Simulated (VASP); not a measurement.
# AlB3P4 (I-42m) in VASP: density of states with PBE

Aim: the density of states of AlB3P4 with PBE.

Program: VASP 6.6.1. These are calculated values, not measurements. Logs are shortened: lines on timing, memory, paths and dates and some standing lists are left out, and cuts for length are marked.

## Step 1: The crystal as given

It takes space group I-42m (No. 121, tetragonal). Conventional cell: a = 4.807 Å, b = 4.807 Å, c = 9.556 Å, α = 90.00°, β = 90.00°, γ = 90.00°. Al (site symmetry -42m) is surrounded by 4 P at 2.28 Å. B (site symmetry -42m) has 4 P at 1.99 Å as nearest neighbours. B (site symmetry -4) has 4 P at 2.03 Å as nearest neighbours. Around P (site symmetry m) lie 3 B at 1.99 to 2.03 Å and 1 Al at 2.28 Å.

The cell was built by a generator and needn't be a form met in nature.

## Step 2: Density of states, PBE

Contents of POSCAR:

```
AlB3P4                                  
1.0
   -2.4036437864      2.4036437864      4.7780564358
    2.4036437864     -2.4036437864      4.7780564358
    2.4036437864      2.4036437864     -4.7780564358
  Al              B               P             
     1     3     4
Direct
     0.0000000000000000    0.0000000000000000    0.0000000000000000
     0.5000000000000000    0.5000000000000000    0.0000000000000000
     0.7500000000000000    0.2500000000000000    0.5000000000000000
     0.2500000000000000    0.7500000000000000    0.5000000000000000
     0.1426523062750036    0.5882021799348180    0.0000000000000000
     0.5882021799348180    0.1426523062750036    0.0000000000000000
     0.8573476937249964    0.8573476937249964    0.4455498836598082
     0.4117978200651820    0.4117978200651820    0.5544501163401918
```

Contents of INCAR.step1:

```
SYSTEM = AlB3P4
ALGO     = Normal         ! electronic algorithm
EDIFF    = 1E-6           ! SCF threshold, eV
ENCUT    = 520            ! plane-wave cutoff, eV
GGA      = PE             ! functional
ISIF     = 2              ! what is computed and relaxed
ISMEAR   = 0              ! smearing method
KPAR     = 4            
LASPH    = .True.         ! aspherical terms in the spheres
LCHARG   = .True.         ! write CHGCAR
LREAL    = .False.        ! projectors in reciprocal space
LWAVE    = .False.        ! write WAVECAR
NBANDS   = 26             ! bands
NELM     = 100            ! most SCF steps
PREC     = Accurate       ! precision mode
SIGMA    = 0.03           ! smearing width, eV
```

Contents of KPOINTS.step1:

```
k-points
0
Gamma
  8 8 8
  0 0 0
```

Contents of INCAR.step2:

```
SYSTEM = AlB3P4
ALGO     = Normal         ! electronic algorithm
EDIFF    = 1E-6           ! SCF threshold, eV
ENCUT    = 520            ! plane-wave cutoff, eV
GGA      = PE             ! functional
ICHARG   = 11             ! starting density
ISIF     = 2              ! what is computed and relaxed
ISMEAR   = -5             ! smearing method
KPAR     = 4            
LASPH    = .True.         ! aspherical terms in the spheres
LCHARG   = .False.        ! write CHGCAR
LORBIT   = 11             ! projections on sites
LREAL    = .False.        ! projectors in reciprocal space
LWAVE    = .False.        ! write WAVECAR
NBANDS   = 26             ! bands
NEDOS    = 1001           ! points of the DOS
NELM     = 100            ! most SCF steps
PREC     = Accurate       ! precision mode
SIGMA    = 0.03           ! smearing width, eV
```

Contents of KPOINTS.step2:

```
k-points
0
Gamma
  12 12 12
  0 0 0
```

Potentials or basis: VASP PAW PBE potentials, release 64 (Al, B, P).

Run with:

```
cat potpaw_PBE.64/Al/POTCAR potpaw_PBE.64/B/POTCAR potpaw_PBE.64/P/POTCAR > POTCAR
cp INCAR.step1 INCAR
cp KPOINTS.step1 KPOINTS
mpirun -np 4 vasp_std > vasp.out
cp INCAR.step2 INCAR
cp KPOINTS.step2 KPOINTS
mpirun -np 4 vasp_std > vasp.out
```

OUTCAR:

```text
SYSTEM = AlB3P4
   EDIFF = 1E-6
   ENCUT = 520
   GGA = PE
   ICHARG = 11
   ISIF = 2
   ISMEAR = -5
   LASPH = .True.
   LORBIT = 11
   LREAL = .False.
   NELM = 100
   PREC = Accurate

 ion  position               nearest neighbor table
   1  0.000  0.000  0.000-   7 2.28   8 2.28   6 2.28   5 2.28
   2  0.500  0.500  0.000-   7 1.99   6 1.99   5 1.99   8 1.99
   3  0.750  0.250  0.500-   8 2.03   5 2.03   6 2.03   7 2.03
   4  0.250  0.750  0.500-   8 2.03   6 2.03   5 2.03   7 2.03
   5  0.143  0.588  0.000-   2 1.99   4 2.03   3 2.03   1 2.28
   6  0.588  0.143  0.000-   2 1.99   3 2.03   4 2.03   1 2.28
   7  0.857  0.857  0.446-   2 1.99   3 2.03   4 2.03   1 2.28
   8  0.412  0.412  0.554-   2 1.99   3 2.03   4 2.03   1 2.28

  LATTYP: Found a body centered tetragonal cell.
 ALAT       =     4.8072875728
 C/A-ratio  =     1.9878388232

  Lattice vectors:

 A1 = (  -2.4036437864,   2.4036437864,   4.7780564358)
 A2 = (   2.4036437864,  -2.4036437864,   4.7780564358)
 A3 = (   2.4036437864,   2.4036437864,  -4.7780564358)

Analysis of symmetry for initial positions (statically):
=====================================================================
 Subroutine PRICEL returns:
 Original cell was already a primitive cell.

 Routine SETGRP: Setting up the symmetry group for a
 body centered tetragonal supercell.

 Subroutine GETGRP returns: Found  8 space group operations
 (whereof  8 operations were pure point group operations)
 out of a pool of 16 trial point group operations.

The static configuration has the point symmetry D_2d.

Analysis of symmetry for dynamics (positions and initial velocities):
=====================================================================
 Subroutine PRICEL returns:
 Original cell was already a primitive cell.

 Routine SETGRP: Setting up the symmetry group for a
 body centered tetragonal supercell.

 Subroutine GETGRP returns: Found  8 space group operations
 (whereof  8 operations were pure point group operations)
 out of a pool of 16 trial point group operations.

The dynamic configuration has the point symmetry D_2d.

 Subroutine INISYM returns: Found  8 space group operations
 (whereof  8 operations are pure point group operations),
 and found     1 'primitive' translations

----------------------------------------------------------------------------------------

                                     Primitive cell

  volume of cell :     110.4210

  direct lattice vectors                    reciprocal lattice vectors
    -2.403643786  2.403643786  4.778056436     0.000000000  0.208017512  0.104645059
     2.403643786 -2.403643786  4.778056436     0.208017512  0.000000000  0.104645059
     2.403643786  2.403643786 -4.778056436     0.208017512  0.208017512  0.000000000

  length of vectors
     5.863857963  5.863857963  5.863857963     0.232855908  0.232855908  0.294181187

  position of ions in fractional coordinates (direct lattice)
     0.000000000  0.000000000  0.000000000
     0.500000000  0.500000000  0.000000000
     0.750000000  0.250000000  0.500000000
     0.250000000  0.750000000  0.500000000
     0.142652306  0.588202180  0.000000000
     0.588202180  0.142652306  0.000000000
     0.857347694  0.857347694  0.445549884
     0.411797820  0.411797820  0.554450116

  ion indices of the primitive-cell ions
   primitive index   ion index
                 1           1
                 2           2
                 3           3
                 4           4
                 5           5
                 6           6
                 7           7
                 8           8

----------------------------------------------------------------------------------------

 KPOINTS: k-points

Automatic generation of k-mesh.
 Grid dimensions read from file:
 generate k-points for:   12   12   12

 Generating k-lattice:

  Cartesian coordinates                     Fractional coordinates (reciprocal lattice)
     0.000000000  0.017334793  0.008720422     0.083333333 -0.000000000  0.000000000
     0.017334793  0.000000000  0.008720422    -0.000000000  0.083333333  0.000000000
     0.017334793  0.017334793  0.000000000     0.000000000  0.000000000  0.083333333

  Length of vectors
     0.019404659  0.019404659  0.024515099

  Shift w.r.t. Gamma in fractional coordinates (k-lattice)
     0.000000000  0.000000000  0.000000000

 TETIRR: Found   2206 inequivalent tetrahedra from    10368

 Subroutine IBZKPT returns following result:
 ===========================================

 Found    163 irreducible k-points:

 Following reciprocal coordinates:
            Coordinates               Weight
  0.000000  0.000000  0.000000      1.000000
  0.083333  0.000000  0.000000      8.000000
  0.166667  0.000000 -0.000000      8.000000
  0.250000  0.000000  0.000000      8.000000
  0.333333 -0.000000  0.000000      8.000000
  0.416667 -0.000000  0.000000      8.000000
[... 16 lines left out ...]
  0.500000  0.166667 -0.000000     16.000000
 -0.416667  0.166667 -0.000000     16.000000
 [... further k-points ...]
   k-points           NKPTS =    163   k-points in BZ     NKDIM =    163   number of bands    NBANDS=     26
   number of dos      NEDOS =   1001   number of ions     NIONS =      8
   total plane-waves  NPLWV = 110592
   dimension x,y,z NGX =    48 NGY =   48 NGZ =   48
   dimension x,y,z NGXF=    96 NGYF=   96 NGZF=   96
   ions per type =               1   3   4
   NGX,Y,Z   is equivalent  to a cutoff of  13.61, 13.61, 13.61 a.u.
   NGXF,Y,Z  is equivalent  to a cutoff of  27.22, 27.22, 27.22 a.u.
 SYSTEM =  AlB3P4
   PREC   = accura    normal or accurate (medium, high low for compatibility)
   ISTART =      0    job   : 0-new  1-cont  2-samecut
   ICHARG =     11    charge: 1-file 2-atom 10-const
   ISPIN  =      1    spin polarized calculation?
   LNONCOLLINEAR =      F non collinear calculations
   LSORBIT =      F    spin-orbit coupling
   LASPH  =      T    aspherical Exc in radial PAW
   ENCUT  =  520.0 eV  38.22 Ry    6.18 a.u.  10.90 10.90 10.90*2*pi/ulx,y,z
   NELM   =    100;   NELMIN=  2; NELMDL=  0     # of ELM steps
   EDIFF  = 0.1E-05   stopping-criterion for ELM
   LREAL  =      F    real-space projection
   EDIFFG = 0.1E-04   stopping-criterion for IOM
   NSW    =      0    number of steps for IOM
   IBRION =     -1    ionic relax: 0-MD 1-quasi-New 2-CG
   NFREE  =      0    steps in history (QN), initial steepest desc. (CG)
   ISIF   =      2    stress and relaxation
   ISYM   =      2    0-nonsym 1-usesym 2-fastsym
   POTIM  = 0.5000    time-step for ionic-motion
   TEBEG  =    0.0;   TEEND  =   0.0 temperature during run
   PSTRESS=    0.0 pullay stress
   NELECT =      32.0000    total number of electrons
   NUPDOWN=      -1.0000    fix difference up-down
   EMIN   =  10.00;   EMAX   =-10.00  energy-range for DOS
   EFERMI =   0.00;   METHOD = LEGACY
   ISMEAR =    -5;   SIGMA  =   0.03  broadening in eV -4-tet -1-fermi 0-gaus
   EFERMI_NEDOS =   21; number of points for ismear=-14 and -15
   IALGO  =     38    algorithm
   IMIX   =      4    mixing-type and parameters
     AMIX     =   0.40;   BMIX     =  1.00
     AMIX_MAG =   1.60;   BMIX_MAG =  1.00
  volume/ion in A,a.u.               =      13.80        93.14
  Fermi-wavevector in a.u.,A,eV,Ry     =   1.083364  2.047261 15.968847  1.173677
  Thomas-Fermi vector in A             =   2.219428
   LORBIT       =     11    0 simple, 1 ext, 2 COOP (PROOUT), +10 PAW based schemes
   GGA     = PE    functional components
   LHFCALC =     F    Hartree Fock is set to
   AEXX    =    0.0000 exact exchange contribution
   IVDW    =     0    specifies the selected vdW correction
   LEPSILON=     F    determine dielectric tensor
   LRPA    =     F    only Hartree local field effects (RPA)
 non-spin polarized calculation
 Fermi weights with tetrahedron method with Bloechl corrections
  energy-cutoff  :      520.00
  volume of cell :      110.42
 maximum number of plane-waves:      3008
 NGX is ok and might be reduce to    48

 number of electron      32.0000000 magnetization

 Free energy of the ion-electron system (eV)
  ---------------------------------------------------
  ext. energy  EPLUGINS =         0.00000000
  ---------------------------------------------------
  free energy    TOTEN  =       -47.60444320 eV

  energy without entropy =      -47.60444320  energy(sigma->0) =      -47.60444320

 E-fermi :   6.7828     XC(G=0): -10.3697

 val. band max:        6.7635356517   @ k =   0.0000   0.0000   0.0000
 cond. band min:       7.6783863877   @ k =  -0.0833  -0.0833   0.0833
 fundamental gap:      0.9148507359
 Fermi energy:         6.7827774241

 k-point     1 :       0.0000    0.0000    0.0000
  band No.  band energies     occupation
      1      -7.7870      2.00000
      2      -3.7235      2.00000
      3      -3.4502      2.00000
      4      -3.4502      2.00000
      5      -1.7445      2.00000
      6      -1.3434      2.00000
[... 18 lines left out ...]
     25      12.3006      0.00000
     26      12.6766      0.00000

 k-point     2 :       0.0833    0.0000    0.0000
  band No.  band energies     occupation
      1      -7.7425      2.00000
      2      -3.8029      2.00000
      3      -3.5497      2.00000
      4      -3.5107      2.00000
      5      -1.6483      2.00000
      6      -1.2581      2.00000
[... 18 lines left out ...]
     25      12.3978      0.00000
[... 608 lines left out ...]
     25      12.6646      0.00000
     26      12.7023      0.00000

 k-point    24 :      -0.4167    0.1667   -0.0000
  band No.  band energies     occupation
      1      -6.7228      2.00000
      2      -5.3314      2.00000
      3      -4.4058      2.00000
      4      -3.8692      2.00000
      5      -1.1932      2.00000
      6      -0.6070      2.00000
[... 18 lines left out ...]
     25      12.5446      0.00000
     26      12.9135      0.00000

 [... further k-points ...]
[... 5 lines left out ...]
  --------------------------------------------------------------------------------------
  -------------------------------------------------------------------------------------
  Total        0.0074674      0.0074674      0.0080053      0.0000000     -0.0000000      0.0000000
  in kB        0.1083495      0.1083495      0.1161548      0.0000000     -0.0000000      0.0000000
  external PRESSURE =       0.1109513 kB  Pullay stress =       0.0000000 kB

 VOLUME and BASIS-vectors are now :
 -----------------------------------------------------------------------------
  energy-cutoff  :      520.00
  volume of cell :      110.42
      direct lattice vectors                 reciprocal lattice vectors
    -2.403643786  2.403643786  4.778056436     0.000000000  0.208017512  0.104645059
     2.403643786 -2.403643786  4.778056436     0.208017512  0.000000000  0.104645059
     2.403643786  2.403643786 -4.778056436     0.208017512  0.208017512  0.000000000

 POSITION                                       TOTAL-FORCE (eV/Angst)
 -----------------------------------------------------------------------------------
      0.00000      0.00000      0.00000         0.000000     -0.000000     -0.000000
      0.00000      0.00000      4.77806         0.000000     -0.000000     -0.000000
      0.00000      2.40364      2.38903         0.000000     -0.000000     -0.000000
      2.40364      0.00000      2.38903         0.000000     -0.000000     -0.000000
      1.07094     -1.07094      3.49206        -0.001177      0.001177      0.003628
     -1.07094      1.07094      3.49206         0.001177     -0.001177      0.003628
      1.07094      1.07094      6.06405        -0.001177     -0.001177     -0.003628
      1.33270      1.33270      1.28599         0.001177      0.001177     -0.003628
 -----------------------------------------------------------------------------------
    total drift:                               -0.000001     -0.000001      0.000001

  FREE ENERGIE OF THE ION-ELECTRON SYSTEM (eV)
  ---------------------------------------------------
  free  energy   TOTEN  =       -47.6044431982 eV

  energy  without entropy=      -47.6044431982  energy(sigma->0) =      -47.60444320

 total charge

# of ion       s       p       d       tot
------------------------------------------
    1        0.421   0.468   0.000   0.889
    2        0.655   1.215   0.000   1.870
    3        0.646   1.127   0.000   1.773
    4        0.646   1.127   0.000   1.773
    5        0.999   1.567   0.000   2.565
    6        0.999   1.567   0.000   2.565
    7        0.999   1.567   0.000   2.565
    8        0.999   1.567   0.000   2.565
--------------------------------------------------
tot          6.364  10.204   0.000  16.567
```

Run time: 2 min. Hardware: 4 MPI ranks of Intel Xeon Platinum 8488C (Sapphire Rapids), shared host; peak memory 0.56 GiB.

What came out:

```
Valence electrons inside the program's atomic spheres : Al 0.89; B 1.87, 1.77; P 2.56
```

States per cell in windows of 1 eV (zero at the valence-band top; states under -8 eV left out):
```tsv
from (eV)	total	P5_p	P6_p	P7_p	P8_p	B3_p	B4_p
-8.0	2.92	0.13	0.13	0.13	0.13	0.05	0.05
-7.0	2.06	0.10	0.10	0.10	0.10	0.05	0.05
-6.0	2.63	0.15	0.15	0.15	0.15	0.10	0.10
-5.0	3.85	0.24	0.24	0.24	0.24	0.20	0.20
-4.0	4.32	0.29	0.29	0.29	0.29	0.29	0.29
-3.0	3.30	0.24	0.24	0.24	0.24	0.20	0.20
-2.0	3.11	0.25	0.25	0.25	0.25	0.09	0.09
-1.0	1.19	0.10	0.10	0.10	0.10	0.04	0.04
0.0	0.00	0.00	0.00	0.00	0.00	0.00	0.00
1.0	1.10	0.01	0.01	0.01	0.01	0.04	0.04
2.0	3.43	0.06	0.06	0.06	0.06	0.13	0.13
3.0	4.55	0.10	0.10	0.10	0.10	0.19	0.19
4.0	5.26	0.17	0.17	0.17	0.17	0.22	0.22
5.0	3.98	0.13	0.13	0.13	0.13	0.18	0.18
6.0	1.68	0.06	0.06	0.06	0.06	0.07	0.07
7.0	0.01	0.00	0.00	0.00	0.00	0.00	0.00
```
